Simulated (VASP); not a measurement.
Consider the following.

```yaml
crystal:
  lattice:
    - [2.15319, -6.10622, 0.00000]
    - [2.15319, 6.10622, 0.00000]
    - [0.00000, 0.00000, 4.45392]
  atoms:
    - { symbol: Pb, position: [0.63104, 0.36896, 0.75000] }
    - { symbol: Pb, position: [0.36896, 0.63104, 0.25000] }
    - { symbol: Se, position: [0.86154, 0.13846, 0.75000] }
    - { symbol: Se, position: [0.13846, 0.86154, 0.25000] }
```

Method: r2SCAN meta-GGA, VASP's PBE PAW potentials (set 64) (plane waves; VASP). Numerical set-up: 400 eV cut-off, 6×6×6 Γ-centred mesh, tetrahedra with Blöchl corrections, potentials Pb_d Se.

The cores are frozen, which limits the accuracy of field gradients.

Question: Give the principal components of the electric field gradient (V/Å²) and the asymmetry η at each nucleus.

Answer: 
```csv
atom,Vxx,Vyy,Vzz,η
Pb1,120.3,94.6,-214.9,0.12
Pb2,120.3,94.6,-214.9,0.12
Se3,10.5,0.6,-11.1,0.89
Se4,10.5,0.6,-11.1,0.89
```

The structure comes from a computed database's PbSe entry (Cmcm); how it stands against other phases isn't given here. It was relaxed first.
